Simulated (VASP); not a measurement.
```xyz
2
Lattice="0.0000 2.4021 2.4021 2.4021 0.0000 2.4021 2.4021 2.4021 0.0000" Properties=species:S:1:pos:R:3 pbc="T T T"
Be     0.0000     0.0000     0.0000
S      1.2010     1.2010     1.2010
```

Method: G0W0 on PBE orbitals, VASP's PBE PAW potentials (set 64) (plane waves; VASP). Numerical set-up: PREC = Normal, 500 eV cut-off, 4×4×4 Γ-centred mesh, Gaussian smearing of 0.010 eV, potentials Be_sv_GW S_GW.

The mesh is coarse and the basis finite, so the quasiparticle values are not converged.

NBANDS = 160, ENCUTGW = 200 eV, NOMEGA = 64. The PBE levels (eV) that the step starts from are:

```tsv
state	KS energy	filling
k1 (0.00, 0.00, 0.00), band 2	-9.53	2
k1 (0.00, 0.00, 0.00), band 3	4.34	2
k1 (0.00, 0.00, 0.00), band 4	4.34	2
k1 (0.00, 0.00, 0.00), band 5	4.34	2
k1 (0.00, 0.00, 0.00), band 6	9.95	0
k1 (0.00, 0.00, 0.00), band 7	9.95	0
k1 (0.00, 0.00, 0.00), band 8	9.95	0
k1 (0.00, 0.00, 0.00), band 9	10.50	0
k8 (-0.25, 0.50, 0.25), band 2	-7.22	2
k8 (-0.25, 0.50, 0.25), band 3	0.03	2
k8 (-0.25, 0.50, 0.25), band 4	0.31	2
k8 (-0.25, 0.50, 0.25), band 5	0.84	2
k8 (-0.25, 0.50, 0.25), band 6	10.81	0
k8 (-0.25, 0.50, 0.25), band 7	12.38	0
k8 (-0.25, 0.50, 0.25), band 8	12.85	0
k8 (-0.25, 0.50, 0.25), band 9	13.39	0
```

**Question.** Give the quasiparticle energies and renormalisation factors Z.

**Answer.** 
| state | QP energy (eV) | Z |
|---|---|---|
| k1 (0.00, 0.00, 0.00), band 2 | -10.98 | 0.75 |
| k1 (0.00, 0.00, 0.00), band 3 | 3.23 | 0.79 |
| k1 (0.00, 0.00, 0.00), band 4 | 3.23 | 0.79 |
| k1 (0.00, 0.00, 0.00), band 5 | 3.23 | 0.79 |
| k1 (0.00, 0.00, 0.00), band 6 | 10.68 | 0.80 |
| k1 (0.00, 0.00, 0.00), band 7 | 10.68 | 0.80 |
| k1 (0.00, 0.00, 0.00), band 8 | 10.68 | 0.80 |
| k1 (0.00, 0.00, 0.00), band 9 | 10.99 | 0.80 |
| k8 (-0.25, 0.50, 0.25), band 2 | -8.44 | 0.74 |
| k8 (-0.25, 0.50, 0.25), band 3 | -1.41 | 0.77 |
| k8 (-0.25, 0.50, 0.25), band 4 | -1.03 | 0.77 |
| k8 (-0.25, 0.50, 0.25), band 5 | -0.42 | 0.78 |
| k8 (-0.25, 0.50, 0.25), band 6 | 11.27 | 0.80 |
| k8 (-0.25, 0.50, 0.25), band 7 | 13.00 | 0.80 |
| k8 (-0.25, 0.50, 0.25), band 8 | 13.55 | 0.79 |
| k8 (-0.25, 0.50, 0.25), band 9 | 14.20 | 0.78 |
On the mesh the gap opens from 3.02 to 4.49 eV.

The compound is BeS in the zinc blende structure. This cell is one point of a volume scan, at 0.96 of the reference volume. The k-mesh is coarse (spacing up to 0.57 per Å, 2π included), so the numbers may not be converged in it.
